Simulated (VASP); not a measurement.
Method: RPBE GGA, VASP's PBE PAW potentials (set 64) (plane waves; VASP).

Input for VASP

**INCAR**
```
! general
SYSTEM  = Ni
PREC    = Accurate
ENCUT   = 520
LREAL   = .FALSE.
LASPH   = .TRUE.

! electronic loop
EDIFF   = 1E-7
NELM    = 100
ALGO    = Normal
LMAXMIX = 4

! smearing
ISMEAR  = 1
SIGMA   = 0.1

! functional
GGA     = RP

! spin
ISPIN   = 2
MAGMOM  = 0.6

! ions
ISIF    = 2

! output
LWAVE   = .FALSE.
LCHARG  = .FALSE.
LORBIT  = 10
```

**POSCAR**
```
Ni
1
    0.0000000000     1.8106459058     1.8106459058
    1.8106459058     0.0000000000     1.8106459058
    1.8106459058     1.8106459058     0.0000000000
Ni
1
Direct
  0.0000000000   0.0000000000   0.0000000000
```

KPOINTS:
```
kpoints
0
gamma
18 18 18
```

POTCAR, in this order: Ni (PBE.64 set). Program: vasp_std.

**Question.** What will the output report for the number of irreducible k-points (NKPTS), largest plane-wave count, number of space-group operations, FFT grid (NGX, NGY, NGZ)?

**Answer.** 
| Property | Result |
|---|---|
| number of irreducible k-points (NKPTS) | 195 |
| largest plane-wave count | 332 |
| number of space-group operations | 48 |
| FFT grid (NGX, NGY, NGZ) | 20 × 20 × 20 |

The compound is Ni in the fcc structure. This cell is one point of a volume scan, at 1.06 of the reference volume.
